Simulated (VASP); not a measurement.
Calculation: revTPSS meta-GGA, VASP's PBE PAW potentials (set 64) (plane waves; VASP).

Input for VASP

**INCAR**
```
! general
SYSTEM =Ni
PREC   =Accurate
ENCUT  =520
LREAL  =.FALSE.
LASPH  =.TRUE.   ! aspherical one-centre terms

! electronic loop
EDIFF  =1E-6
NELM   =100   ! most electronic steps
ALGO   =Normal   ! blocked Davidson
LMAXMIX=4   ! l cut-off of mixed one-centre charges
LMIXTAU=.TRUE.

! smearing
ISMEAR =1   ! Methfessel-Paxton
SIGMA  =0.1   ! width (eV)

! functional
METAGGA=RTPSS

! spin
ISPIN  =2   ! spin-polarised
MAGMOM =0.6

! ions
IBRION =2   ! conjugate gradients
NSW    =60
ISIF   =3
EDIFFG =-0.01   ! ionic stop

! output
LWAVE  =.FALSE.
LCHARG =.FALSE.
LORBIT =10
```

### POSCAR
```
Ni
1.0
  0.0000000000   1.7284231902   1.7284231902
  1.7284231902   0.0000000000   1.7284231902
  1.7284231902   1.7284231902   0.0000000000
Ni
1
Cartesian
  0.0000000000   0.0000000000   0.0000000000
```

File KPOINTS:
```
K-points
0
gamma
  16 16 16
```

POTCAR, in this order: Ni (PBE.64 set). Program: vasp_std.

Q: Predict the energy per atom (σ→0), cell moment, band gap (on the k-mesh).

A: 
| Item | Value |
|---|---|
| energy per atom (σ→0) | -1.718 eV/atom |
| cell moment | 0.60 μB |
| band gap (on the k-mesh) | none (metal, semimetal or under 0.01 eV) |

**OSZICAR**
```
...
DAV:  10    -0.171950050841E+01    0.11382E-02   -0.49317E-02  6059   0.226E+00    0.419E-01
DAV:  11    -0.171771909496E+01    0.17814E-02   -0.67090E-03  5975   0.108E+00    0.163E-01
DAV:  12    -0.171749301462E+01    0.22608E-03   -0.14989E-03  6055   0.484E-01    0.482E-02
DAV:  13    -0.171748241940E+01    0.10595E-04   -0.44623E-04  6640   0.286E-01    0.240E-02
DAV:  14    -0.171747774851E+01    0.46709E-05   -0.69853E-06  4960   0.420E-02    0.157E-02
DAV:  15    -0.171747450843E+01    0.32401E-05   -0.14059E-05  5591   0.427E-02    0.516E-03
DAV:  16    -0.171747480983E+01   -0.30139E-06   -0.37891E-07  2809   0.101E-02
   1 F= -.17174748E+01 E0= -.17176972E+01  d E =-.171747E+01  mag=     0.6003
```

The compound is Ni in the fcc structure. It was relaxed first, which changed the volume by -5 %. The start is the result of an earlier pass.
